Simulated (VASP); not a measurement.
Level of theory: PBE GGA, VASP's PBE PAW potentials (set 64) (plane waves; VASP).

Input for VASP

KPOINTS:
```
Automatic
0
Gamma
10 10 10
0 0 0
```

INCAR:
```
# general
SYSTEM  = GaSb
PREC    = Accurate
ENCUT   = 480
LREAL   = .False.
LASPH   = .True.

# electronic loop
EDIFF   = 1E-7
NELM    = 100
ALGO    = Normal
LMAXMIX = 4

# smearing
ISMEAR  = 1
SIGMA   = 0.1

# functional
GGA     = PE

# ions
ISIF    = 2

# output
LWAVE   = .False.
LCHARG  = .False.
```

### POSCAR
```
GaSb
1
    0.0000000000     3.1061202460     3.1061202460
    3.1061202460     0.0000000000     3.1061202460
    3.1061202460     3.1061202460     0.0000000000
Ga Sb
1 1
Direct
  0.0000000000   0.0000000000   0.0000000000
  0.2500000000   0.2500000000   0.2500000000
```

POTCAR, in this order: Ga_d Sb (PBE.64 set). Program: vasp_std.

Unless said otherwise, spin-orbit coupling is left out, though it shifts the bands of the heavy elements here.

Question: What does the run give for the energy per atom (σ→0), band gap (on the k-mesh)?

Answer: 
```
Property                                                    Result
------------------------  ----------------------------------------
energy per atom (σ→0)                               -3.686 eV/atom
band gap (on the k-mesh)  none (metal, semimetal or under 0.01 eV)
```

File OSZICAR:
```
...
DAV:   8    -0.737086488485E+01   -0.92877E-03   -0.46630E-03  1541   0.933E-01    0.682E-02
DAV:   9    -0.737134289915E+01   -0.47801E-03   -0.69711E-04  1368   0.235E-01    0.326E-02
DAV:  10    -0.737139596508E+01   -0.53066E-04   -0.63430E-05  1487   0.543E-02    0.991E-03
DAV:  11    -0.737141269076E+01   -0.16726E-04   -0.28575E-05  1307   0.472E-02    0.363E-03
DAV:  12    -0.737141381492E+01   -0.11242E-05   -0.16962E-06  1452   0.102E-02    0.874E-04
DAV:  13    -0.737141364575E+01    0.16918E-06   -0.65355E-08   964   0.213E-03    0.149E-04
DAV:  14    -0.737141369854E+01   -0.52792E-07   -0.24195E-08   861   0.123E-03
   1 F= -.73714137E+01 E0= -.73714712E+01  d E =0.172391E-03
```

The compound is GaSb in the zinc blende structure. It was relaxed first, which changed the volume by +6 %.
